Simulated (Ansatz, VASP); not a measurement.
# B3H5N3 (B3H5N3 (C2/c)): VASP beside Ansatz, part 2 of 2

Aim: how closely do two programs agree when they are given the same cell, functional and k mesh? Of the first pair: The structure shown is the start of the Ansatz relaxation below; VASP solves that cell, so the two are compared at the walk's first step.

VASP 6.6.1 and Ansatz 0.2.0.

So far: The starting structure; Ansatz: relaxation, PBEsol.

## (3) VASP: single point, PBEsol, start cell, pair 1

Level of this step: PBEsol; plane waves and PAW (B, H, N) (VASP).

The same cell, functional, mesh and smearing now go to VASP, with its own data sets.

Lines of VASP's logs that name or quote its potential files are left out, and so is its time.

The input, INCAR:

```
SYSTEM = B3H5N3
PREC = Accurate
ENCUT = 520
EDIFF = 1E-06
NELM = 120
ISMEAR = -1
SIGMA = 0.01
LREAL = Auto
ALGO = Normal
GGA = PS
NBANDS = 88
LORBIT = 11
LWAVE = .FALSE.
LCHARG = .FALSE.
ISIF = 2
LASPH = .TRUE.
GGA_COMPAT = .FALSE.
EFERMI = MIDGAP
KPAR = 8
```

The input, POSCAR:

```
B3H5N3
1.0
    5.2332190000    -10.4017180000      0.0000000000
    5.2332190000     10.4017180000      0.0000000000
   -2.6042360000      0.0000000000      5.6280070000
B H N
12 20 12
Direct
    0.9719080230      0.1785409307      0.6379380836
    0.0280919770      0.8214589223      0.3620620053
    0.8214589958      0.0280919035      0.8620620053
    0.1785410042      0.9719079494      0.1379380836
    0.7561210029      0.3879778975      0.6341420684
    0.2438789972      0.6120219554      0.3658580204
    0.6120220290      0.2438789236      0.8658580204
    0.3879779710      0.7561209293      0.1341420684
    0.7910495170      0.2089504094      0.7500000444
    0.2089504830      0.7910494436      0.2500000444
    0.5788920157      0.4211079107      0.7500000444
    0.4211079842      0.5788919422      0.2500000444
    0.9249970088      0.3166949220      0.5524780798
    0.0750029912      0.6833049309      0.4475220091
    0.6833050044      0.0750029177      0.9475220092
    0.3166949956      0.9249969352      0.0524780797
    0.9789835198      0.0210164066      0.7500000444
    0.0210164802      0.9789834463      0.2500000444
    0.7091399833      0.5256238791      0.5462180484
    0.2908600167      0.4743759739      0.4537820404
    0.4743760474      0.2908599432      0.9537820404
    0.5256239526      0.7091399098      0.0462180484
    0.5210299876      0.4789699389      0.7500000444
    0.4789700124      0.5210299140      0.2500000444
    0.0666870524      0.2165989453      0.5497340355
    0.9333129476      0.7834009076      0.4502660533
    0.7834009812      0.9333128741      0.9502660534
    0.2165990188      0.0666869788      0.0497340355
    0.8480610116      0.4274449398      0.5398930740
    0.1519389884      0.5725549132      0.4601070148
    0.5725549867      0.1519389149      0.9601070148
    0.4274450133      0.8480609380      0.0398930740
    0.7200029842      0.2799969423      0.7500000444
    0.2799970159      0.7200029106      0.2500000444
    0.6822999730      0.4513219014      0.6308220654
    0.3177000270      0.5486779515      0.3691780234
    0.5486780250      0.3176999535      0.8691780234
    0.4513219750      0.6822998995      0.1308220654
    0.8978379636      0.2415659165      0.6350970246
    0.1021620363      0.7584339364      0.3649030643
    0.7584340100      0.1021619628      0.8649030643
    0.2415659900      0.8978378902      0.1350970246
    0.9303030038      0.0696969227      0.7500000444
    0.0696969962      0.9303029302      0.2500000444
```

The input, KPOINTS:

```
Automatic mesh
0
Gamma
3 3 5
0 0 0
```

The projector-augmented-wave data sets are B, H and N (PBE family, release 64).

Started as:

```console
$ mpirun -np 8 vasp_std
```

Numbers of over 12 decimals in the logs are rounded to 6 here.

What it wrote:

```text
[banner, memory and clock lines left out]
running    8 mpi-ranks, on    1 nodes
[...]
|                                                                             |
|           W    W    AA    RRRRR   N    N  II  N    N   GGGG   !!!           |
|           W    W   A  A   R    R  NN   N  II  NN   N  G    G  !!!           |
|           W    W  A    A  R    R  N N  N  II  N N  N  G       !!!           |
|           W WW W  AAAAAA  RRRRR   N  N N  II  N  N N  G  GGG   !            |
|           WW  WW  A    A  R   R   N   NN  II  N   NN  G    G                |
|           W    W  A    A  R    R  N    N  II  N    N   GGGG   !!!           |
|                                                                             |
|     For optimal performance we recommend to set                             |
|       NCORE = 2 up to number-of-cores-per-socket                            |
|     NCORE specifies how many cores store one orbital (NPAR=cpu/NCORE).      |
|     This setting can greatly improve the performance of VASP for DFT.       |
[...]
|                                                                             |
|     You enforced a specific xc type in the INCAR file but a different       |
|     [... a line on the potential file left out ...]
|     I HOPE YOU KNOW WHAT YOU ARE DOING!                                     |
|                                                                             |

 LDA part: xc-table for (Slater+PW92), standard interpolation
 POSCAR, INCAR and KPOINTS ok, starting setup
[...]
entering main loop
       N       E                     dE             d eps       ncg     rms          rms(c)
DAV:   1     0.647933013728E+03    0.64793E+03   -0.49480E+04  2824   0.110E+03
DAV:   2    -0.212344390065E+03   -0.86028E+03   -0.82606E+03  3664   0.254E+02
DAV:   3    -0.308409779131E+03   -0.96065E+02   -0.95291E+02  3424   0.897E+01
DAV:   4    -0.310892615733E+03   -0.24828E+01   -0.24782E+01  3568   0.168E+01
[...]
DAV:  15    -0.279726246380E+03   -0.12189E-04   -0.30485E-05  3280   0.226E-02    0.953E-03
DAV:  16    -0.279726247548E+03   -0.11672E-05   -0.92132E-06  3128   0.119E-02    0.583E-03
DAV:  17    -0.279726247951E+03   -0.40360E-06   -0.34952E-06  3008   0.722E-03
   1 F= -.27972625E+03 E0= -.27972625E+03  d E =0.000000E+00
```

Parts of OUTCAR (step 3):

```text
  Total       -1.2236308     -3.0568329     -1.1624758      0.0000000      0.0000000      0.1923640
  in kB       -3.1996493     -7.9932550     -3.0397362      0.0000000      0.0000000      0.5030090
  external PRESSURE =      -4.7442135 kB  Pullay stress =       0.0000000 kB

 POSITION                                       TOTAL-FORCE (eV/Angst)
 -----------------------------------------------------------------------------------
      4.35921     -8.25238      3.59032        -0.178445      0.084637      0.102166
      3.50299      8.25238      2.03769         0.178445     -0.084637     -0.102166
      2.20087     -8.25238      4.85169         0.178445      0.084637     -0.102166
      5.66133      8.25238      0.77632        -0.178445     -0.084637      0.102166
      4.33586     -3.82932      3.56896        -0.186498      0.076125      0.117100
      3.52634      3.82932      2.05905         0.186498     -0.076125     -0.117100
      2.22422     -3.82932      4.87305         0.186498      0.076125     -0.117100
      5.63798      3.82932      0.75495        -0.186498     -0.076125      0.117100
      3.28004     -6.05483      4.22101        -0.000000     -0.063690      0.000000
      4.58216      6.05483      1.40700        -0.000000      0.063690      0.000000
      3.28004     -1.64123      4.22101        -0.000000     -0.269198      0.000000
      4.58216      1.64122      1.40700        -0.000000      0.269198      0.000000
      5.05926     -6.32739      3.10935         0.147917      0.112169     -0.065301
      2.80294      6.32739      2.51866        -0.147917     -0.112169      0.065301
[...]
-----------------------------------------------------------------------------------
    total drift:                                0.003061      0.003363     -0.000120

  FREE ENERGIE OF THE ION-ELECTRON SYSTEM (eV)
  ---------------------------------------------------
  free  energy   TOTEN  =      -279.7262479511 eV

  energy  without entropy=     -279.7262479511  energy(sigma->0) =     -279.72624795

[... 3 further parts left out ...]
[key lines of the parts left out:]
E-fermi :  -0.6072
```

The run ends at a pressure of -0.47 GPa, with forces up to 0.36 eV/Å.

## (4) Differences

Known differences besides the potentials themselves: the cutoff is 420 eV in Ansatz and 520 eV in VASP (PREC = Accurate, projectors in real space); Ansatz makes its cores anew for this functional, VASP keeps those of its PBE data sets. Total energies have different zeros and are not compared.

Forces on 8 of the 44 atoms, those with the largest forces and the largest differences (eV/Å; atoms numbered as in POSCAR):

```
atom         Ansatz x, y, z           VASP x, y, z
  B5   -0.200, 0.084, 0.126   -0.186, 0.076, 0.117
  B6  0.200, -0.084, -0.126  0.186, -0.076, -0.117
  B8  -0.200, -0.084, 0.126  -0.186, -0.076, 0.117
 B11   0.000, -0.288, 0.000   0.000, -0.269, 0.000
 B12    0.000, 0.288, 0.000    0.000, 0.269, 0.000
 N35  -0.129, -0.059, 0.148  -0.107, -0.044, 0.133
 N43    0.000, 0.392, 0.000    0.000, 0.359, 0.000
 N44   0.000, -0.392, 0.000   0.000, -0.359, 0.000
```

The forces differ by 10 meV/Å r.m.s., which is 9.6 % of the r.m.s. force of 0.109 eV/Å (both taken over all components).

## (5) Ansatz: relaxation, PBEsol

This run makes the geometry at which the two programs are then compared. The cell compared in this pair holds 452.10 Å³, against 612.72 Å³ for the pair before.

The structure compared here is the end of the Ansatz relaxation.

The input, input.yaml:

```yaml
crystal:
  lattice:
    - [5.2332186, -10.401718, 0.0]
    - [5.2332186, 10.401718, 0.0]
    - [-2.6042358, 0.0, 5.628007]
  atoms:
    - { symbol: B, position: [0.971908, 0.178541, 0.637938] }
    - { symbol: B, position: [0.028092, 0.821459, 0.362062] }
    - { symbol: B, position: [0.821459, 0.028092, 0.862062] }
    - { symbol: B, position: [0.178541, 0.971908, 0.137938] }
    - { symbol: B, position: [0.756121, 0.387978, 0.634142] }
    - { symbol: B, position: [0.243879, 0.612022, 0.365858] }
    - { symbol: B, position: [0.612022, 0.243879, 0.865858] }
    - { symbol: B, position: [0.387978, 0.756121, 0.134142] }
    - { symbol: B, position: [0.7910495, 0.2089505, 0.75] }
    - { symbol: B, position: [0.2089505, 0.7910495, 0.25] }
    - { symbol: B, position: [0.578892, 0.421108, 0.75] }
    - { symbol: B, position: [0.421108, 0.578892, 0.25] }
    - { symbol: H, position: [0.924997, 0.316695, 0.552478] }
    - { symbol: H, position: [0.075003, 0.683305, 0.447522] }
    - { symbol: H, position: [0.683305, 0.075003, 0.947522] }
    - { symbol: H, position: [0.316695, 0.924997, 0.052478] }
    - { symbol: H, position: [0.9789835, 0.0210165, 0.75] }
    - { symbol: H, position: [0.0210165, 0.9789835, 0.25] }
    - { symbol: H, position: [0.70914, 0.525624, 0.546218] }
    - { symbol: H, position: [0.29086, 0.474376, 0.453782] }
    - { symbol: H, position: [0.474376, 0.29086, 0.953782] }
    - { symbol: H, position: [0.525624, 0.70914, 0.046218] }
    - { symbol: H, position: [0.52103, 0.47897, 0.75] }
    - { symbol: H, position: [0.47897, 0.52103, 0.25] }
    - { symbol: H, position: [0.066687, 0.216599, 0.549734] }
    - { symbol: H, position: [0.933313, 0.783401, 0.450266] }
    - { symbol: H, position: [0.783401, 0.933313, 0.950266] }
    - { symbol: H, position: [0.216599, 0.066687, 0.049734] }
    - { symbol: H, position: [0.848061, 0.427445, 0.539893] }
    - { symbol: H, position: [0.151939, 0.572555, 0.460107] }
    - { symbol: H, position: [0.572555, 0.151939, 0.960107] }
    - { symbol: H, position: [0.427445, 0.848061, 0.039893] }
    - { symbol: "N", position: [0.720003, 0.279997, 0.75] }
    - { symbol: "N", position: [0.279997, 0.720003, 0.25] }
    - { symbol: "N", position: [0.6823, 0.451322, 0.630822] }
    - { symbol: "N", position: [0.3177, 0.548678, 0.369178] }
    - { symbol: "N", position: [0.548678, 0.3177, 0.869178] }
    - { symbol: "N", position: [0.451322, 0.6823, 0.130822] }
    - { symbol: "N", position: [0.897838, 0.241566, 0.635097] }
    - { symbol: "N", position: [0.102162, 0.758434, 0.364903] }
    - { symbol: "N", position: [0.758434, 0.102162, 0.864903] }
    - { symbol: "N", position: [0.241566, 0.897838, 0.135097] }
    - { symbol: "N", position: [0.930303, 0.069697, 0.75] }
    - { symbol: "N", position: [0.069697, 0.930303, 0.25] }
basis:
  ecutwfc: 420
  xc_grid: 2
hamiltonian:
  xc: pbesol
kpoints:
  mp_grid: { grid: [3, 3, 5] }
scf:
  occupations: { method: fermi_dirac, width: 0.01 }
  max_iter: 150
output:
  forces: true
  stress: true
relax:
  f_tol: 0.01
  max_steps: 60
  cell: {}
checkpoint:
  write: "../pbesol.run"
  compress: false
  write_wavefunctions: false
  write_every: 100000
```

Started as:

```console
$ ansatz run input.yaml --threads 4 --pin off --max-ram 6594MiB --backend cpu --events-out ev --progress --plain --runs-dir out
```

What it wrote:

```text
[...]
Crystal: 44 atoms, lattice volume = 612.715 Å³
Basis set: ecut = 420 eV, 12037 PW (Γ), exchange–correlation on 160×160×90 points (8 copies of the dense FFT grid, shifted against one another)
Bands: 102, of which v1, the nominal top of the filled ones, is band 58 counted from 1 (57 counted from 0)
Symmetry: 4 space group operations
[...]
k-points: 16 of 45
[...]
- { symbol: N, position: [0.533483, 0.305100, 0.869660] }
    - { symbol: N, position: [0.466517, 0.694900, 0.130340] }
    - { symbol: N, position: [0.913004, 0.250978, 0.631557] }
    - { symbol: N, position: [0.086996, 0.749022, 0.368443] }
    - { symbol: N, position: [0.749022, 0.086996, 0.868443] }
    - { symbol: N, position: [0.250978, 0.913004, 0.131557] }
    - { symbol: N, position: [0.935394, 0.064606, 0.75] }
    - { symbol: N, position: [0.064606, 0.935394, 0.25] }
[key lines of the parts left out:]
SCF converged after 4 iterations
Free energy (F): -6712.931874 eV
Fermi energy:    1.792726 eV
P = ⅓ Tr σ = -0.0076 GPa (-0.076 kbar)
```

## (6) VASP: single point, PBEsol, relaxed cell, pair 2

The same cell, functional, mesh and smearing now go to VASP, with its own data sets.

INCAR, as its differences from that of step 3:

```diff
@@ -2,3 +2,3 @@
 PREC = Accurate
-ENCUT = 520
+ENCUT = 600
 EDIFF = 1E-06
```

The input, POSCAR:

```
B3H5N3
1.0
    4.6024213212    -10.1508500108     -0.1802496414
    4.6024213212     10.1508500108     -0.1802496414
   -2.4841761082      0.0000000000      4.9358285984
B H N
12 20 12
Direct
    0.9862273625      0.1841651822      0.6308075281
    0.0137726375      0.8158348178      0.3691924719
    0.8158348178      0.0137726375      0.8691924719
    0.1841651822      0.9862273625      0.1308075281
    0.7681317863      0.3997142644      0.6305804092
    0.2318682137      0.6002857356      0.3694195908
    0.6002857356      0.2318682137      0.8694195908
    0.3997142644      0.7681317863      0.1305804092
    0.7933607683      0.2066392317      0.7500000000
    0.2066392317      0.7933607683      0.2500000000
    0.5770131566      0.4229868434      0.7500000000
    0.4229868434      0.5770131566      0.2500000000
    0.9488956805      0.3362361753      0.5462365653
    0.0511043195      0.6637638247      0.4537634347
    0.6637638247      0.0511043195      0.9537634347
    0.3362361753      0.9488956805      0.0462365653
    0.9855856148      0.0144143852      0.7500000000
    0.0144143852      0.9855856148      0.2500000000
    0.7309937154      0.5514109606      0.5442066141
    0.2690062846      0.4485890394      0.4557933859
    0.4485890394      0.2690062846      0.9557933859
    0.5514109606      0.7309937154      0.0442066141
    0.5176135462      0.4823864538      0.7500000000
    0.4823864538      0.5176135462      0.2500000000
    0.0882057171      0.2267124039      0.5308210478
    0.9117942829      0.7732875961      0.4691789522
    0.7732875961      0.9117942829      0.9691789522
    0.2267124039      0.0882057171      0.0308210478
    0.8693510938      0.4453785527      0.5282837231
    0.1306489062      0.5546214473      0.4717162769
    0.5546214473      0.1306489062      0.9717162769
    0.4453785527      0.8693510938      0.0282837231
    0.7208837684      0.2791162316      0.7500000000
    0.2791162316      0.7208837684      0.2500000000
    0.6949000651      0.4665169065      0.6303402129
    0.3050999349      0.5334830935      0.3696597871
    0.5334830935      0.3050999349      0.8696597871
    0.4665169065      0.6949000651      0.1303402129
    0.9130042999      0.2509780275      0.6315574333
    0.0869957001      0.7490219725      0.3684425667
    0.7490219725      0.0869957001      0.8684425667
    0.2509780275      0.9130042999      0.1315574333
    0.9353943586      0.0646056414      0.7500000000
    0.0646056414      0.9353943586      0.2500000000
```

KPOINTS is that of step 3.

Started as:

```console
$ mpirun -np 8 vasp_std
```

What it wrote:

```text
[banner, memory and clock lines left out]
running    8 mpi-ranks, on    1 nodes
[...]
[... a notice as in an earlier step ...]

 [... a notice as in an earlier step ...]

 LDA part: xc-table for (Slater+PW92), standard interpolation
 POSCAR, INCAR and KPOINTS ok, starting setup
[...]
entering main loop
       N       E                     dE             d eps       ncg     rms          rms(c)
DAV:   1     0.592953360338E+03    0.59295E+03   -0.56496E+04  2816   0.128E+03
DAV:   2    -0.232197904031E+03   -0.82515E+03   -0.78758E+03  3552   0.277E+02
DAV:   3    -0.307707433862E+03   -0.75510E+02   -0.74902E+02  3440   0.865E+01
DAV:   4    -0.309308982052E+03   -0.16015E+01   -0.15986E+01  3464   0.139E+01
[...]
DAV:  14    -0.280005469026E+03   -0.46900E-04   -0.64592E-05  3336   0.315E-02    0.861E-03
DAV:  15    -0.280005476890E+03   -0.78642E-05   -0.21066E-05  3408   0.176E-02    0.738E-03
DAV:  16    -0.280005477045E+03   -0.15487E-06   -0.40219E-06  3280   0.807E-03
   1 F= -.28000548E+03 E0= -.28000548E+03  d E =0.000000E+00
```

From OUTCAR (step 6):

```text
  Total        0.0389971      0.2764373     -0.3878450      0.0000000      0.0000000     -0.3471255
  in kB        0.1382004      0.9796576     -1.3744717      0.0000000      0.0000000     -1.2301674
  external PRESSURE =      -0.0855379 kB  Pullay stress =       0.0000000 kB

 POSITION                                       TOTAL-FORCE (eV/Angst)
 -----------------------------------------------------------------------------------
      3.81960     -8.14161      2.90260         0.016671     -0.013523     -0.008615
      2.90106      8.14161      1.67273        -0.016671      0.013523      0.008615
      1.65898     -8.14161      4.14065        -0.016671     -0.013523      0.008615
      5.06169      8.14161      0.43468         0.016671      0.013523     -0.008615
      3.80845     -3.73975      2.90193         0.020599     -0.012930     -0.012873
      2.91222      3.73975      1.67340        -0.020599      0.012930      0.012873
      1.67013     -3.73975      4.14131        -0.020599     -0.012930      0.012873
      5.05053      3.73975      0.43402         0.020599      0.012930     -0.012873
      2.73929     -5.95572      3.52162        -0.000000      0.003359      0.000000
      3.98138      5.95572      1.05371        -0.000000     -0.003359      0.000000
      2.73929     -1.56350      3.52162        -0.000000      0.024177      0.000000
      3.98138      1.56350      1.05371        -0.000000     -0.024177      0.000000
      4.55777     -6.21901      2.46449         0.011103      0.006913     -0.005974
      2.16290      6.21901      2.11084        -0.011103     -0.006913      0.005974
[...]
-----------------------------------------------------------------------------------
    total drift:                               -0.000000      0.000000      0.000000

  FREE ENERGIE OF THE ION-ELECTRON SYSTEM (eV)
  ---------------------------------------------------
  free  energy   TOTEN  =      -280.0054770447 eV

  energy  without entropy=     -280.0054770447  energy(sigma->0) =     -280.00547704

[... 1 part as in an earlier step ...]

[... 2 further parts left out ...]
[key lines of the parts left out:]
E-fermi :   0.4971
```

The run ends at a pressure of -0.01 GPa, with forces up to 0.033 eV/Å.

## (7) Comparison

What differs besides the data sets and the points named for the pairs above, as far as they apply: the cutoff is 420 eV in Ansatz and 600 eV in VASP (PREC = Accurate, projectors in real space); Ansatz's pressure holds a Pulay correction, VASP's none. Total energies have different zeros and are not compared.

Both answers:

```
              quantity  Ansatz   VASP  difference
        pressure (GPa)   -0.01  -0.01        0.00
gap on the k mesh (eV)   4.473  4.468      +0.005
```

At this near-relaxed geometry the largest component of a force difference is 33 meV/Å. A gap on the mesh is an upper bound, since the band edges may lie between its points.

## (8) Outcome

```yaml
r_m_s_force_difference_single_point_pbesol_start_cell_pair_1: 10 meV/Å
difference_in_gap_on_the_k_mesh_single_point_pbesol_relaxed_cell_pair_2: 0.0048 eV
r_m_s_force_difference_single_point_pbesol_relaxed_cell_pair_2: 12 meV/Å
```

What this shows: The r.m.s. force difference is 12 meV/Å (single point, PBEsol, relaxed cell, pair 2), at about the 12 meV/Å picked in this series as the mark of a large difference. Such differences can come from data sets, numerical settings and the points named under the comparisons, not from the functional's error against experiment.

[Lines on the potential files, build, host, timing and source positions are cut from VASP's logs without a mark.]

[Logs are printed without paths, hosts, clocks, repeated set-up lines and the standing remarks that a program may print on its own settings, such as how far it seeks lower states.]

[Hosts, paths, dates, database ids (printed as entryN), source tags and the programs' standing remarks are cut or masked in the printed files.]
